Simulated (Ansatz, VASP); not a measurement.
Two plane-wave programs on CaSiS3

```
Ca Si S
1.0
     4.48000    0.00000    0.00000
     0.00000    4.48000    0.00000
     0.00000    0.00000    4.48000
Ca Si S
1 1 3
Cartesian
  0.0000 0.0000 0.0000
  2.2400 2.2400 2.2400
  2.2400 2.2400 0.0000
  2.2400 0.0000 2.2400
  0.0000 2.2400 2.2400
```

The cell comes from a database or a generator and needn't be the stable form of this composition.

Alike in both runs: task single point; functional PBE; k mesh 4 × 4 × 4; occupations gaussian, width 0.05 eV; no spin polarisation.

|  | VASP | Ansatz |
| --- | --- | --- |
| version | VASP 6.6.1 | Ansatz 0.2.0 |
| potentials or method | VASP PAW PBE potentials, release 64 (Ca_sv, Si, S) | scalar-relativistic, plane waves, PAW |
| plane-wave cutoff (eV) | 520 | 420 |
| valence electrons in the cell | 32 | 32 |

VASP gave:

```
gap on the k mesh at the Fermi level (eV) : none
pressure (GPa)                            : 7.9
```

What did Ansatz give for the same quantities?

gap on the k mesh at the Fermi level (eV): none; pressure (GPa): 8.0.

A gap of «none» marks a metal or a gap that the smearing closes.
